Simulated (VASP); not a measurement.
Data:

```xyz
3
Lattice="2.2297 -3.8620 0.0000 2.2297 3.8620 0.0000 0.0000 0.0000 5.9408" Properties=species:S:1:pos:R:3 pbc="T T T"
Te     0.5959     1.0321     3.9605
Te     3.2676     0.0000     0.0000
Te     0.5959    -1.0321     1.9803
```

The numbers are results of SCAN meta-GGA, VASP's PBE PAW potentials (set 64) (plane waves; VASP), not measurements. Numerical set-up: 520 eV cut-off, 7×7×4 Γ-centred mesh, tetrahedra with Blöchl corrections, potentials Te.

The path is coarsely sampled, so an indirect gap can come out somewhat too large. Unless said otherwise, spin-orbit coupling is left out, though it shifts the bands of the heavy elements here.

Problem. What does the run give for the energy per atom (σ→0), band gap (over mesh and band path) with the smallest direct gap where there is one?

Solution. 
| Property | Value |
|---|---|
| band gap (over mesh and band path) | 0.21 eV |
| smallest direct gap (over mesh and band path) | 0.22 eV |
| energy per atom (σ→0) | -37255 meV/atom |

Only differences to runs with the same potentials and settings are physical.

The compound is Te in the trig structure. It was relaxed first.
